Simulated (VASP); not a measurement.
These are vdW-DF-cx, VASP's PBE PAW potentials (set 64) (plane waves; VASP) values and carry that method's errors.

Input for VASP

**INCAR**
```
SYSTEM = YN
PREC = Accurate
ENCUT = 520
EDIFF = 1E-7
NELM = 100
ALGO = Normal
LREAL = .FALSE.
LASPH = .TRUE.
ISMEAR = 0
SIGMA = 0.05
GGA = CX
LUSE_VDW = .TRUE.
AGGAC = 0.0
LMAXMIX = 4
LWAVE = .FALSE.
LCHARG = .FALSE.
ISIF = 2
```

**KPOINTS**
```
Automatic mesh
0
Gamma
9 9 9
0 0 0
```

POSCAR:
```
YN
1
    0.0000000000     2.4571234392     2.4571234392
    2.4571234392     0.0000000000     2.4571234392
    2.4571234392     2.4571234392     0.0000000000
Y N
1 1
Direct
  0.0000000000   0.0000000000   0.0000000000
  0.5000000000   0.5000000000   0.5000000000
```

POTCAR, in this order: Y_sv N (PBE.64 set). Program: vasp_std.

**Question.** What will the output report for the number of irreducible k-points (NKPTS), largest plane-wave count, number of space-group operations, FFT grid (NGX, NGY, NGZ)?

**Answer.** 
```yaml
number of irreducible k-points (NKPTS): 35
largest_plane_wave_count: 821
number_of_space_group_operations: 48
FFT grid (NGX, NGY, NGZ): 28 × 28 × 28
```

The compound is YN in the rock salt structure. This cell is one point of a volume scan, at 1.03 of the reference volume.
